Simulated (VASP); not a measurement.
# Y3InC (space group Pm-3m): computed properties

Calculation: PBEsol GGA, VASP's PBE PAW potentials (set 64) (plane waves; VASP).

| Item | Result |
|---|---|
| space group | Pm-3m (221) |
| cell | a = b = c = 4.8661 Å, α = β = γ = 90.00° |
| volume per atom | 23.05 Å³/atom |
| band gap (over mesh and band path) | none (metal, semimetal or under 0.01 eV) |
| band gap with spin-orbit coupling | none (metallic) |
| density | 5.67 g/cm³ |

InY$_{3}$C is modelled in the cubic space group Pm-3m (No. 221), the anti-perovskite structure, Pearson symbol cP5. Conventional cell: a = 4.8661 Å, b = 4.8661 Å, c = 4.8661 Å, α = 90.00°, β = 90.00°, γ = 90.00°. Y on 3c sees 2 C at 2.433 Å and 4 In at 3.441 Å (octahedral). In on 1a is surrounded by 12 Y at 3.441 Å (cuboctahedral). C on 1b has 6 Y at 2.433 Å (octahedral). (Neighbours: up to the widest gap in distance over summed covalent radii, below 1.35, at either atom; cation-cation and far metal-metal contacts left out.)

Unless said otherwise, spin-orbit coupling is left out, though it shifts the bands of the heavy elements here.

The structure comes from a computed database's Y3InC entry (Pm-3m); how it stands against other phases isn't given here. It was relaxed first. Symmetry was kept, so distortions that lower it aren't found.
